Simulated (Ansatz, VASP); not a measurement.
# NaHgF3 in two plane-wave programs, part 2 of 2

One calculation is typed for both programs; each brings its own data sets. How far apart do they land? The cell is generated by rule, not measured, and may not be a known phase. Of the first pair: The two relaxations start from unlike cells of this crystal (the structure described is Ansatz's start), so only their ends are compared.

VASP 6.6.1 and Ansatz 0.2.0.

So far: The structure; VASP: relaxation of cell and atoms, PBEsol, pair 1; Ansatz: relaxation of cell and atoms, PBEsol, pair 1; Comparison.

### 5. Ansatz: relaxation of cell and atoms, PBEsol, pair 2

Level of this step: Ansatz beside VASP: Kohn-Sham DFT, plane waves, PBEsol (Ansatz).

The relaxed volume is the usual yardstick between codes: in a stiff, nearly cubic crystal its relative difference is about their pressure difference at one cell divided by the bulk modulus. Its start cell is another than that of the pair before, and may be another structure of the material.

The cell is taken from a series of runs on this material, whose earlier steps may have relaxed, scaled, displaced or heated it; both programs get it as it stands.

input.yaml reads:

```yaml
crystal:
  lattice:
    - [3.1606516325, -3.1856533588, 0.0]
    - [3.1606516325, 3.1856533588, 0.0]
    - [0.0, 0.0, 4.4872353774]
  atoms:
    - { symbol: Na, position: [0.0, 0.0, 0.5] }
    - { symbol: Hg, position: [0.5, 0.5, 0.0] }
    - { symbol: F, position: [0.5, 0.5, 0.5] }
    - { symbol: F, position: [0.5, 0.0, 0.0] }
    - { symbol: F, position: [0.0, 0.5, 0.0] }
kpoints:
  mp_grid: { grid: [8, 8, 8] }
hamiltonian:
  xc: pbesol
  pseudopotentials: { kind: nc }
scf:
  occupations: { method: gaussian, width: 0.01 }
output:
  forces: true
  stress: true
  eigenvalues: true
relax:
  adjacent_minimum: "off"
  f_tol: 0.001
  max_steps: 60
  cell: { stress_tol: 0.01 }
```

Launch:

```
$ ansatz run input.yaml --threads 4 --pin off --max-ram 14336MiB --backend cpu --events-out ev --progress --plain --runs-dir out
```

Numbers of over 12 decimals in the logs are rounded to 6 here.

Log:

```text
[...]
Crystal: 5 atoms, lattice volume = 90.362 Å³
Basis set: ecut = 1197.300995 eV, 8445 PW (Γ), exchange–correlation on 108×108×108 points (8 copies of the dense FFT grid, shifted against one another)
Bands: 30, of which v1, the nominal top of the filled ones, is band 25 counted from 1 (24 counted from 0)
Symmetry: 8 space group operations
[...]
k-points: 105 of 512
[...]
cell:  # Å, volume = 90.3657 Å³
    - [3.172784, -3.173118, 0.0]
    - [3.172784, 3.173118, 0.0]
    - [0.0, 0.0, 4.487939]
  atoms:
    - { symbol: Na, position: [0, 0, 0.500000] }
    - { symbol: Hg, position: [0.500000, 0.500000, 0.0] }
    - { symbol: F, position: [0.500000, 0.500000, 0.500000] }
    - { symbol: F, position: [0.500000, 2.7755575615628914e-17, 0.0] }
    - { symbol: F, position: [2.7755575615628914e-17, 0.500000, 0.0] }
[key lines of the parts left out:]
SCF converged after 6 iterations
Free energy (F): -7780.376036 eV
Fermi energy:    3.867318 eV
P = ⅓ Tr σ = 0.0013 GPa (0.013 kbar)
```

### 6. VASP: relaxation of cell and atoms, PBEsol, pair 2

The same cell, functional, mesh and smearing now go to VASP, with its own data sets.

INCAR reads:

```
SYSTEM = NaHgF3
PREC = Accurate
ENCUT = 600
EDIFF = 1E-07
NELM = 120
ISMEAR = 0
SIGMA = 0.01
LREAL = .FALSE.
ALGO = Normal
GGA = PS
NBANDS = 26
LORBIT = 11
LWAVE = .FALSE.
LCHARG = .FALSE.
ISIF = 3
IBRION = 2
NSW = 80
EDIFFG = -0.005
LASPH = .TRUE.
GGA_COMPAT = .FALSE.
NELMIN = 4
EFERMI = MIDGAP
KPAR = 2
```

POSCAR reads:

```
NaHgF3
1.0
    3.1606520000     -3.1856530000      0.0000000000
    3.1606520000      3.1856530000      0.0000000000
    0.0000000000      0.0000000000      4.4872350000
Na Hg F
1 1 3
Direct
    0.0000000000      0.0000000000      0.5000001114
    0.5000000000      0.5000000000      0.0000000000
    0.5000000000      0.5000000000      0.5000001114
    0.5000000785      0.9999999215      0.0000000000
    0.9999999215      0.5000000785      0.0000000000
```

KPOINTS reads:

```
Automatic mesh
0
Gamma
8 8 8
0 0 0
```

The projector-augmented-wave data sets are Na_pv, Hg and F (PBE family, release 64).

Launch:

```
$ mpirun -np 2 vasp_std
```

Log:

```text
[banner, memory and clock lines left out]
running    2 mpi-ranks, on    1 nodes
[...]
[... a notice as in an earlier step ...]

 LDA part: xc-table for (Slater+PW92), standard interpolation
 POSCAR, INCAR and KPOINTS ok, starting setup
[...]
entering main loop
       N       E                     dE             d eps       ncg     rms          rms(c)
DAV:   1     0.441385925445E+03    0.44139E+03   -0.22912E+04  5460   0.178E+03
DAV:   2     0.218058093355E+02   -0.41958E+03   -0.40111E+03  6160   0.452E+02
DAV:   3    -0.180425753111E+02   -0.39848E+02   -0.39369E+02  6156   0.147E+02
DAV:   4    -0.188766216180E+02   -0.83405E+00   -0.83154E+00  6220   0.223E+01
[...]
DAV:  13    -0.164563849009E+02   -0.14472E-05   -0.12968E-05  6482   0.327E-02    0.756E-03
DAV:  14    -0.164563845317E+02    0.36912E-06   -0.20115E-06  6290   0.130E-02    0.349E-03
DAV:  15    -0.164563845729E+02   -0.41129E-07   -0.89378E-08  4050   0.375E-03
   1 F= -.16456385E+02 E0= -.16456385E+02  d E =-.164564E+02
[...]
N       E                     dE             d eps       ncg     rms          rms(c)
DAV:   1    -0.164938743110E+02   -0.37490E-01   -0.72523E-01  5920   0.854E+00    0.147E+00
DAV:   2    -0.164610631572E+02    0.32811E-01   -0.12937E-01  5752   0.268E+00    0.322E-01
DAV:   3    -0.164585326316E+02    0.25305E-02   -0.60309E-03  6028   0.128E+00    0.401E-01
DAV:   4    -0.164581655103E+02    0.36712E-03   -0.88809E-04  5910   0.286E-01    0.317E-01
DAV:   5    -0.164579631788E+02    0.20233E-03   -0.38963E-04  6392   0.167E-01    0.402E-02
DAV:   6    -0.164579193334E+02    0.43845E-04   -0.10362E-04  6980   0.151E-01    0.986E-03
DAV:   7    -0.164579194154E+02   -0.81977E-07   -0.22929E-05  5754   0.442E-02    0.300E-03
DAV:   8    -0.164579192890E+02    0.12646E-06   -0.15118E-06  6322   0.110E-02    0.285E-03
DAV:   9    -0.164579192914E+02   -0.23883E-08   -0.79221E-08  4222   0.317E-03
   2 F= -.16457919E+02 E0= -.16457919E+02  d E =-.153472E-02
 trial-energy change:   -0.001535  1 .order   -0.001544   -0.002985   -0.000102
 step:   1.0362(harm=  1.0356)  dis= 0.00000  next Energy=   -16.457921 (dE=-0.154E-02)
 reached required accuracy - stopping structural energy minimisation
```

OUTCAR, selected parts (step 6):

```text
  Total        0.0225786     -0.0024917      0.0121674      0.0000000      0.0000000      0.0000000
  in kB        0.3966376     -0.0437716      0.2137450      0.0000000      0.0000000      0.0000000
  external PRESSURE =       0.1888703 kB  Pullay stress =       0.0000000 kB

 POSITION                                       TOTAL-FORCE (eV/Angst)
 -----------------------------------------------------------------------------------
      0.00000      0.00000      2.25062        -0.000000      0.000000      0.000000
      3.17072      0.00000      0.00000         0.000000      0.000000      0.000000
      3.17072      0.00000      2.25062        -0.000000      0.000000      0.000000
      4.75608      1.59758      0.00000        -0.000000     -0.000000      0.000000
      4.75608     -1.59758      0.00000        -0.000000     -0.000000      0.000000
 -----------------------------------------------------------------------------------
    total drift:                               -0.000215      0.000000     -0.000894

  FREE ENERGIE OF THE ION-ELECTRON SYSTEM (eV)
  ---------------------------------------------------
  free  energy   TOTEN  =       -16.4579192914 eV

  energy  without entropy=      -16.4579192914  energy(sigma->0) =      -16.45791929

[... 1 part as in an earlier step ...]

[... 3 further parts left out ...]
[key lines of the parts left out:]
E-fermi :  -0.7857
```

### 7. Side by side

What differs besides the data sets and the points named for the pairs above, as far as they apply: the data sets hold 50 valence electrons in Ansatz (on norm-conserving files, of PseudoDojo where its log says so) and 40 in VASP. Total energies have different zeros and are not compared.

Both answers:

| quantity | Ansatz | VASP | difference |
| --- | --- | --- | --- |
| volume (Å³) | 90.37 | 91.20 | -0.92 % |
| edge a after relaxation, in the typed setting (Å) | 4.487 | 4.501 | -0.32 % |

Found at a tolerance of 0.01 Å, the end structures differ in symmetry: Pm-3m in Ansatz, Cmmm in VASP; the atoms lie within 0.05 Å of each other, which can come from where the walks stopped or from unlike electronic states.

### 8. Outcome

```json
{"difference in volume (relaxation of cell and atoms, PBEsol, pair 1)": "-1.0 %", "difference in volume (relaxation of cell and atoms, PBEsol, pair 2)": "-0.92 %"}
```

**Reading.** The difference in volume is -1.0 % (relaxation of cell and atoms, PBEsol, pair 1), within the 1.2 % picked in this series as the mark of a large difference, as far as the stopping tolerances let one tell. The data sets hold unlike numbers of valence electrons (50 in Ansatz and 40 in VASP), so part of the differences comes from the potentials. Such differences can come from data sets, numerical settings and the points named under the comparisons, not from the functional's error against experiment.

[Lines on the potential files, build, host, timing and source positions are cut from VASP's logs without a mark.]

[Logs are printed without paths, hosts, clocks, repeated set-up lines and the standing remarks that a program may print on its own settings, such as how far it seeks lower states.]

[Hosts, paths, dates, database ids (printed as entryN), source tags and the programs' standing remarks are cut or masked in the printed files.]
